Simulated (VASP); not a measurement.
Energy against volume of Rh (fcc). Method: RPBE GGA, VASP's PBE PAW potentials (set 64) (plane waves; VASP).

```json
[
 {"V (Å³/atom)": "13.453", "E (eV/atom)": "-6.57096"},
 {"V (Å³/atom)": "13.883", "E (eV/atom)": "-6.60471"},
 {"V (Å³/atom)": "14.312", "E (eV/atom)": "-6.61530"},
 {"V (Å³/atom)": "14.741", "E (eV/atom)": "-6.60668"},
 {"V (Å³/atom)": "15.171", "E (eV/atom)": "-6.58217"}
]
```

Fit a third-order Birch-Murnaghan equation of state.

| Property | Result |
|---|---|
| volume per atom | 14.32 Å³/atom |
| bulk modulus | 237 GPa |
| pressure derivative of the bulk modulus | 5.26 |
| lattice constant a | 3.855 Å |

Measured: bulk modulus 271 GPa at 0 K (computed value off by -12.4 %), as given by H. Levämäki et al., Physical Review B (2014), arXiv:1402.3671 [corrected for temperature and zero-point phonon effects]; a 3.794 Å at 0 K (computed value off by +1.6 %), as given by Daniel Mejia-Rodriguez et al., Physical Review B (2018), arXiv:1807.09216 [static lattice: zero-point anharmonic expansion removed].

The compound is Rh in the fcc structure. It was relaxed first.
